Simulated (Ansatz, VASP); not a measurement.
## Cross-check of Si9Ge55 (Si0.14Ge0.86, diamond-type random alloy) between VASP and Ansatz

One calculation is typed for both programs; each brings its own data sets. How far apart do they land? The cell is invented: As first built, before any earlier steps moved the atoms (in the runner's words): 2x2x2 conventional cells of the Ge type (64 atoms: 9 Si, 55 Ge); Ge/Si share their sites, the best of 600 random draws by like-pair counts in two shells; start lattice by linear mixing of the end members' cells; atoms moved at random by 0.02 A. It may not be a known or stable phase. The structure shown is the end of the Ansatz relaxation below.

Method: plane waves, with VASP 6.6.1 beside it; single point at PBE with D3(BJ), in Ansatz 0.2.0.

## Step 1: The starting structure

The cell holds 64 atoms: 9 Si and 55 Ge. Cell: a = 11.304 Å, b = 11.306 Å, c = 11.305 Å, α = 90.0°, β = 90.0°, γ = 90.0°. It derives from Ge (Ge type, space group 227), repeated 2×2×2. As first built, before any earlier steps moved the atoms (in the runner's words): 2x2x2 conventional cells of the Ge type (64 atoms: 9 Si, 55 Ge); Ge/Si share their sites, the best of 600 random draws by like-pair counts in two shells; start lattice by linear mixing of the end members' cells; atoms moved at random by 0.02 A.

## Step 2: Ansatz: relaxation, PBE with D3(BJ)

Ansatz runs on its default PAW (the set named soft_2) files.

This run makes the geometry at which the two programs are then compared.

input.yaml reads:

```yaml
crystal:
  lattice:
    - [11.42213, -0.00039, -0.001]
    - [-0.00039, 11.42327, -0.00026]
    - [-0.001, -0.00026, 11.42249]
  atoms:
    - { symbol: Si, position: [0.37534, 0.87477, 0.37483] }
    - { symbol: Si, position: [0.99881, 0.50049, 0.75001] }
    - { symbol: Si, position: [0.37555, 0.87369, 0.87492] }
    - { symbol: Si, position: [0.50099, 0.25163, 0.99953] }
    - { symbol: Si, position: [0.74879, 0.50422, 0.9984] }
    - { symbol: Si, position: [0.8711, 0.62263, 0.12143] }
    - { symbol: Si, position: [0.50397, 0.50213, 0.7529] }
    - { symbol: Si, position: [0.62497, 0.62141, 0.87547] }
    - { symbol: Si, position: [0.74954, 0.5005, 0.50122] }
    - { symbol: Ge, position: [0.00024, 0.00011, 0.2495] }
    - { symbol: Ge, position: [0.12421, 0.37593, 0.12487] }
    - { symbol: Ge, position: [0.99926, 0.25156, 0.99914] }
    - { symbol: Ge, position: [0.12552, 0.1252, 0.37486] }
    - { symbol: Ge, position: [0.25296, 0.99774, 0.99755] }
    - { symbol: Ge, position: [0.37486, 0.37523, 0.37501] }
    - { symbol: Ge, position: [0.25024, 0.25022, 0.24884] }
    - { symbol: Ge, position: [0.37765, 0.12684, 0.12216] }
    - { symbol: Ge, position: [0.99991, 0.99945, 0.74989] }
    - { symbol: Ge, position: [0.12259, 0.37757, 0.62801] }
    - { symbol: Ge, position: [0.99948, 0.25164, 0.50025] }
    - { symbol: Ge, position: [0.1257, 0.1251, 0.87493] }
    - { symbol: Ge, position: [0.2523, 0.99791, 0.49758] }
    - { symbol: Ge, position: [0.38059, 0.37591, 0.87466] }
    - { symbol: Ge, position: [0.25094, 0.25152, 0.75028] }
    - { symbol: Ge, position: [0.37491, 0.12455, 0.625] }
    - { symbol: Ge, position: [0.99601, 0.50274, 0.24715] }
    - { symbol: Ge, position: [0.1255, 0.87409, 0.12442] }
    - { symbol: Ge, position: [0.9971, 0.74645, 0.00171] }
    - { symbol: Ge, position: [0.1248, 0.62579, 0.37423] }
    - { symbol: Ge, position: [0.25054, 0.49986, 0.99895] }
    - { symbol: Ge, position: [0.25246, 0.75236, 0.25181] }
    - { symbol: Ge, position: [0.37555, 0.62639, 0.12426] }
    - { symbol: Ge, position: [0.12631, 0.87437, 0.62486] }
    - { symbol: Ge, position: [0.99931, 0.74878, 0.50118] }
    - { symbol: Ge, position: [0.12259, 0.62319, 0.87293] }
    - { symbol: Ge, position: [0.24993, 0.50064, 0.5017] }
    - { symbol: Ge, position: [0.25191, 0.751, 0.75255] }
    - { symbol: Ge, position: [0.37839, 0.62392, 0.62864] }
    - { symbol: Ge, position: [0.49799, 0.99788, 0.2511] }
    - { symbol: Ge, position: [0.62576, 0.37654, 0.11935] }
    - { symbol: Ge, position: [0.62415, 0.12512, 0.37494] }
    - { symbol: Ge, position: [0.7488, 0.00072, 0.00025] }
    - { symbol: Ge, position: [0.87173, 0.37816, 0.37655] }
    - { symbol: Ge, position: [0.74873, 0.25156, 0.24899] }
    - { symbol: Ge, position: [0.8748, 0.12589, 0.12492] }
    - { symbol: Ge, position: [0.49757, 0.99845, 0.75289] }
    - { symbol: Ge, position: [0.62506, 0.38054, 0.62573] }
    - { symbol: Ge, position: [0.5006, 0.25154, 0.50138] }
    - { symbol: Ge, position: [0.62227, 0.12758, 0.87694] }
    - { symbol: Ge, position: [0.74953, 0.99941, 0.50028] }
    - { symbol: Ge, position: [0.87426, 0.38107, 0.87541] }
    - { symbol: Ge, position: [0.74899, 0.2528, 0.75092] }
    - { symbol: Ge, position: [0.87421, 0.12585, 0.62559] }
    - { symbol: Ge, position: [0.50115, 0.49984, 0.24895] }
    - { symbol: Ge, position: [0.62417, 0.87312, 0.12424] }
    - { symbol: Ge, position: [0.50054, 0.74872, 0.9947] }
    - { symbol: Ge, position: [0.62747, 0.62317, 0.37658] }
    - { symbol: Ge, position: [0.87488, 0.87365, 0.37412] }
    - { symbol: Ge, position: [0.75166, 0.74638, 0.2471] }
    - { symbol: Ge, position: [0.62389, 0.87408, 0.62626] }
    - { symbol: Ge, position: [0.49867, 0.75106, 0.49805] }
    - { symbol: Ge, position: [0.87345, 0.87346, 0.87518] }
    - { symbol: Ge, position: [0.74722, 0.74527, 0.75179] }
    - { symbol: Ge, position: [0.87427, 0.62059, 0.62552] }
kpoints:
  mp_grid: { grid: [2, 2, 2], shift: [0.5, 0.5, 0.5] }
hamiltonian:
  xc: pbe
  dispersion: d3bj
scf:
  occupations: { method: fermi_dirac, width: 0.01 }
output:
  forces: true
  stress: true
relax:
  f_tol: 0.02
  max_steps: 25
  cell: { stress_tol: 0.1 }
```

Launch:

```
$ ansatz run input.yaml --threads 32 --pin off --max-ram 143360MiB --backend cuda --events-out ev --progress --plain --runs-dir out
```

Numbers of over 12 decimals in the logs are rounded to 6 here.

The program printed:

```text
Engine: ansatz 0.2.0, aarch64-unknown-linux-gnu
Pseudopotentials: kind: paw
Pseudopotential: Si, paw, valence charge 4, recommended cutoff 420 eV (normal), Si.paw.azcp
Pseudopotential: Ge, paw, valence charge 14, recommended cutoff 420 eV (normal), Ge.paw.azcp
device memory: the entry about to start is reckoned to put 19.7 GiB on a device that reports 182.5 GiB free
GPU FFT provider: cuFFT
GPU libraries: cuBLAS 13.8.1, cuFFT 12.4.0, cuSOLVER 12.3.2
GPU matrix products: emulated (plane waves: as basis.precision tells), large ones in fixed point in workspaces of 1.00 GiB
Crystal: 64 atoms, lattice volume = 1490.384 Å³
Basis set: ecut = 420 eV, 29039 PW (Γ), exchange–correlation on 160×160×160 points (8 copies of the dense FFT grid, shifted against one another)
Bands: 484, of which v1, the nominal top of the filled ones, is band 403 counted from 1 (402 counted from 0)
k-points: 4 of 8 (time reversal used)
GPU buffer pool allocated for 512000 grid points (all kernels)
GPU transforms: local potential and band sums: pruned to the plane-wave sphere, on 80×80×80
relax step   1: F+E_penalty+E_count = -241963.90768665 eV  Δ(F+E_penalty+E_count) = +0.000e0 eV  max|allowed force component| = 1.510e-2 eV/Å  Δτ_max = 0.0000 Å  P = -1.936 GPa  Ω = 1490.384 Å³  (9 SCF iters, dr2 threshold 1.00e-7 eV, accepted)
[...]
relax step   2: F+E_penalty+E_count = -241964.19620052 eV  Δ(F+E_penalty+E_count) = -2.885e-1 eV  max|allowed force component| = 3.490e-2 eV/Å  Δτ_max = 0.0050 Å  P = -0.120 GPa  Ω = 1447.517 Å³  energy of the carried Pulay correction = +6.602e-3 eV  (6 SCF iters, dr2 threshold 6.40e-6 eV, accepted)
[...]
relax step   3: F+E_penalty+E_count = -241964.19858909 eV  Δ(F+E_penalty+E_count) = -2.389e-3 eV  max|allowed force component| = 7.099e-3 eV/Å  Δτ_max = 0.0049 Å  P = +0.010 GPa  Ω = 1444.742 Å³  energy of the carried Pulay correction = +7.036e-3 eV  (7 SCF iters, dr2 threshold 7.61e-8 eV, accepted)
[...]
relax step   4: F+E_penalty+E_count = -241964.19194780 eV  Δ(F+E_penalty+E_count) = +6.641e-3 eV  max|allowed force component| = 7.158e-3 eV/Å  Δτ_max = 0.0000 Å  P = +0.010 GPa  Ω = 1444.742 Å³  stress off target by 1.34e-2 GPa  SCF on the basis re-selected at this cell (its energy is not comparable with the rows above)  (5 SCF iters)
basis re-selected at this cell: Δ(F+E_penalty+E_count) = +6.641e-3 eV, ΔP = +0.000 GPa vs the last step (what re-selecting the basis moved, of the pressure what is left beyond the Pulay correction that the steps carried, after the strain that the cell walked since its last selection, with what the two solves' SCF thresholds leave and, on support functions, any second-order correction that the steps lacked; it is no m [...]
SCF converged after 5 iterations
Free energy (F): -241964.191948 eV
Internal energy: -241964.191948 eV  (E = F + TS)
E sigma→0 (E₀):  -241964.191948 eV
Fermi energy:    8.166620 eV
--- Forces (eV/Å), atoms counted from 1 ---
  max |Σ_I F_I| component: 1.68e-6 eV/Å
--- Stress (GPa, compression-positive) ---
        0.012916       0.000128      -0.000771
        0.000128       0.004940       0.000265
       -0.000771       0.000265       0.012105
  P = ⅓ Tr σ = 0.0100 GPa (0.100 kbar)
--- Band table (eV) ---
--- Relaxed structure (3 steps of the walk, 3 accepted, 1 SCFs on fresh bases) ---
  F+E_penalty+E_count = -241964.19194780 eV   max|allowed force component| = 7.158e-3 eV/Å   (the final SCF, on the basis selected at the relaxed cell)
  cell:  # Å, volume = 1444.7415 Å³
    - [11.304263, -0.000373197, -0.000966991]
    - [-0.000373197, 11.305668, -0.000377863]
    - [-0.000967005, -0.000377864, 11.304508]
  atoms:
    [... one line an atom ...]
```

## Step 3: VASP: single point, PBE with D3(BJ)

The same cell, functional, mesh and smearing now go to VASP, with its own data sets.

Lines of VASP's logs that name or quote its potential files are left out, and so is its time.

INCAR reads:

```
SYSTEM = Si9Ge55
PREC = Accurate
ENCUT = 410
EDIFF = 1E-06
NELM = 120
ISMEAR = -1
SIGMA = 0.01
LREAL = Auto
ALGO = Normal
GGA = PE
IVDW = 12
NBANDS = 472
LORBIT = 11
LWAVE = .FALSE.
LCHARG = .FALSE.
ISIF = 2
ISYM = 0
LASPH = .TRUE.
GGA_COMPAT = .FALSE.
EFERMI = MIDGAP
KPAR = 4
```

POSCAR reads:

```
Si9Ge55
1.0
   11.3042630000     -0.0003730000     -0.0009670000
   -0.0003730000     11.3056680000     -0.0003780000
   -0.0009670000     -0.0003780000     11.3045080000
Si Ge
9 55
Direct
    0.3753800000      0.8747500000      0.3748700000
    0.9987700000      0.5005000000      0.7500500000
    0.3755800000      0.8737100000      0.8749800000
    0.5009300000      0.2516400000      0.9995400000
    0.7488200000      0.5040900000      0.9984400000
    0.8712200000      0.6226400000      0.1215200000
    0.5038000000      0.5020800000      0.7528100000
    0.6249400000      0.6214800000      0.8754900000
    0.7495300000      0.5005100000      0.5012100000
    0.0002000000      0.0000600000      0.2495000000
    0.1242200000      0.3760100000      0.1248600000
    0.9992200000      0.2515800000      0.9990300000
    0.1255300000      0.1251900000      0.3749100000
    0.2529600000      0.9977800000      0.9976200000
    0.3749400000      0.3753200000      0.3749900000
    0.2503100000      0.2502000000      0.2488000000
    0.3776800000      0.1268100000      0.1221400000
    0.9998600000      0.9994300000      0.7499600000
    0.1226000000      0.3775900000      0.6279900000
    0.9994800000      0.2516400000      0.5001900000
    0.1257200000      0.1251000000      0.8749500000
    0.2522800000      0.9978800000      0.4976600000
    0.3805500000      0.3759700000      0.8746500000
    0.2509900000      0.2516000000      0.7503300000
    0.3749300000      0.1245500000      0.6250300000
    0.9960700000      0.5027500000      0.2472200000
    0.1255000000      0.8740800000      0.1243400000
    0.9971800000      0.7464800000      0.0017100000
    0.1248300000      0.6256700000      0.3742200000
    0.2505900000      0.4999000000      0.9988700000
    0.2524500000      0.7522800000      0.2517800000
    0.3756000000      0.6263700000      0.1242100000
    0.1262700000      0.8743300000      0.6249100000
    0.9992600000      0.7487100000      0.5012000000
    0.1226100000      0.6232100000      0.8729300000
    0.2499900000      0.5006600000      0.5017000000
    0.2519300000      0.7509400000      0.7525600000
    0.3783600000      0.6238800000      0.6286000000
    0.4979600000      0.9978900000      0.2510500000
    0.6257700000      0.3765700000      0.1193400000
    0.6241700000      0.1251400000      0.3748400000
    0.7487600000      0.0006600000      0.0001700000
    0.8718100000      0.3781900000      0.3765300000
    0.7487300000      0.2516600000      0.2489700000
    0.8747600000      0.1259000000      0.1248700000
    0.4976200000      0.9984600000      0.7528900000
    0.6250100000      0.3805200000      0.6257200000
    0.5006500000      0.2515300000      0.5013800000
    0.6223000000      0.1275800000      0.8768400000
    0.7494800000      0.9994000000      0.5002800000
    0.8742100000      0.3810500000      0.8754400000
    0.7489900000      0.2528600000      0.7509400000
    0.8741700000      0.1259000000      0.6256200000
    0.5012100000      0.4998700000      0.2489100000
    0.6241100000      0.8731200000      0.1242600000
    0.5005800000      0.7487200000      0.9947000000
    0.6274200000      0.6232000000      0.3765900000
    0.8748100000      0.8736400000      0.3741800000
    0.7516300000      0.7464200000      0.2471300000
    0.6238800000      0.8740400000      0.6262800000
    0.4986300000      0.7509600000      0.4980600000
    0.8734600000      0.8734000000      0.8751800000
    0.7472300000      0.7453000000      0.7518000000
    0.8742200000      0.6206300000      0.6255700000
```

KPOINTS reads:

```
Points of the shifted mesh
8
Reciprocal
 0.2500000000  0.2500000000  0.2500000000 1
 0.2500000000  0.2500000000  0.7500000000 1
 0.2500000000  0.7500000000  0.2500000000 1
 0.2500000000  0.7500000000  0.7500000000 1
 0.7500000000  0.2500000000  0.2500000000 1
 0.7500000000  0.2500000000  0.7500000000 1
 0.7500000000  0.7500000000  0.2500000000 1
 0.7500000000  0.7500000000  0.7500000000 1
```

Potentials, in the order of the species: Si and Ge_d (PBE family, release 64).

Launch:

```
$ mpirun -np 8 vasp_std
```

The program printed:

```text
[banner, memory and clock lines left out]
running    8 mpi-ranks, on    1 nodes
[...]
|                                                                             |
|           W    W    AA    RRRRR   N    N  II  N    N   GGGG   !!!           |
|           W    W   A  A   R    R  NN   N  II  NN   N  G    G  !!!           |
|           W    W  A    A  R    R  N N  N  II  N N  N  G       !!!           |
|           W WW W  AAAAAA  RRRRR   N  N N  II  N  N N  G  GGG   !            |
|           WW  WW  A    A  R   R   N   NN  II  N   NN  G    G                |
|           W    W  A    A  R    R  N    N  II  N    N   GGGG   !!!           |
|                                                                             |
|     For optimal performance we recommend to set                             |
|       NCORE = 2 up to number-of-cores-per-socket                            |
|     NCORE specifies how many cores store one orbital (NPAR=cpu/NCORE).      |
|     This setting can greatly improve the performance of VASP for DFT.       |
|     The default, NCORE=1 might be grossly inefficient on modern             |
|     multi-core architectures or massively parallel machines. Do your        |
|     Unfortunately you need to use the default for GW and RPA                |
|     calculations (for HF NCORE is supported but not extensively tested      |
|     yet).                                                                   |
|                                                                             |

 LDA part: xc-table for (Slater+PW92), standard interpolation
 POSCAR, INCAR and KPOINTS ok, starting setup
[...]
entering main loop
       N       E                     dE             d eps       ncg     rms          rms(c)
DAV:   1     0.135198645914E+05    0.13520E+05   -0.26518E+05  7824   0.401E+03
DAV:   2     0.277573472194E+04   -0.10744E+05   -0.10458E+05  7552   0.951E+02
DAV:   3     0.149323069866E+03   -0.26264E+04   -0.24882E+04  7792   0.275E+02
DAV:   4    -0.269460498696E+03   -0.41878E+03   -0.39722E+03  8576   0.110E+02
[...]
DAV:  15    -0.296267282578E+03   -0.33478E-05   -0.24379E-05  9792   0.573E-02    0.267E-03
DAV:  16    -0.296267288436E+03   -0.58583E-05   -0.52798E-05  6904   0.275E-02    0.394E-03
DAV:  17    -0.296267288591E+03   -0.15475E-06   -0.23087E-06  4912   0.597E-03
   1 F= -.31515614E+03 E0= -.31515614E+03  d E =-.279150E-16
```

From OUTCAR (step 3):

```text
 Edisp (eV)  -18.88885

  Total      -2.89067    -2.95848    -2.89946     0.00593     0.01071     0.00064
  in kB      -3.20567    -3.28087    -3.21542     0.00658     0.01188     0.00071
  external pressure =       -3.23 kB  Pullay stress =        0.00 kB

 POSITION                                       TOTAL-FORCE (eV/Angst)
 -----------------------------------------------------------------------------------
      4.24271      9.88935      4.23703        -0.005698     -0.000831     -0.002342
     11.28945      5.65783      8.47779         0.000761     -0.000284     -0.004314
      4.24448      9.87740      9.89052        -0.002853     -0.002366     -0.000093
      5.66158      2.84439     11.29873         0.003011     -0.001407      0.001179
      8.46370      5.69842     11.28596         0.000453      0.005572      0.002492
      9.84815      7.03899      1.37265        -0.002869      0.002161      0.000972
      5.69417      5.67588      8.50947         0.006611      0.000502      0.000801
      7.06341      7.02568      9.89614         0.000695     -0.001923     -0.000455
      8.47221      5.65813      5.66502         0.000053     -0.000386      0.002734
      0.00202      0.00058      2.82047         0.001089      0.003537     -0.001131
      1.40395      4.25095      1.41122         0.000551     -0.006830      0.000677
     11.29439      2.84353     11.29248         0.001888     -0.001154      0.005954
      1.41861      1.41517      4.23800         0.001878     -0.001738     -0.002086
      2.85819     11.28010     11.27698        -0.002394      0.000267      0.000680
[...]
-----------------------------------------------------------------------------------
    total drift:                               -0.004754      0.001373     -0.000993

  FREE ENERGIE OF THE ION-ELECTRON SYSTEM (eV)
  ---------------------------------------------------
  free  energy   TOTEN  =      -315.1561401950 eV

  energy  without entropy=     -315.1561401950  energy(sigma->0) =     -315.15614019

[... 2 further parts left out ...]
```

The run ends at a pressure of -0.32 GPa, with forces up to 0.0072 eV/Å.

## Step 4: Side by side

Known differences besides the potentials themselves: the cutoff is 420 eV in Ansatz and 410 eV in VASP (PREC = Accurate, projectors in real space). Total energies have different zeros and are not compared.

Compared:

```csv
quantity,Ansatz,VASP,difference
gap on the k mesh (eV),0.751,0.755,-0.004
```

A gap on the mesh is an upper bound, since the band edges may lie between its points.

## Step 5: Summary of results

```json
{
  "difference in gap on the k mesh (single point, PBE with D3(BJ))": "-0.0040 eV"
}
```

The difference in gap on the k mesh is -0.0040 eV (single point, PBE with D3(BJ)), within the 0.08 eV picked in this series as the mark of a large difference. How closely two codes agree says nothing of how well the functional describes the real material.

[Lines on the potential files, build, host, timing and source positions are cut from VASP's logs without a mark.]

[Logs are printed without paths, hosts, clocks, repeated set-up lines and the standing remarks that a program may print on its own settings, such as how far it seeks lower states.]

[Hosts, paths, dates, database ids (printed as entryN), source tags and the programs' standing remarks are cut or masked in the printed files.]
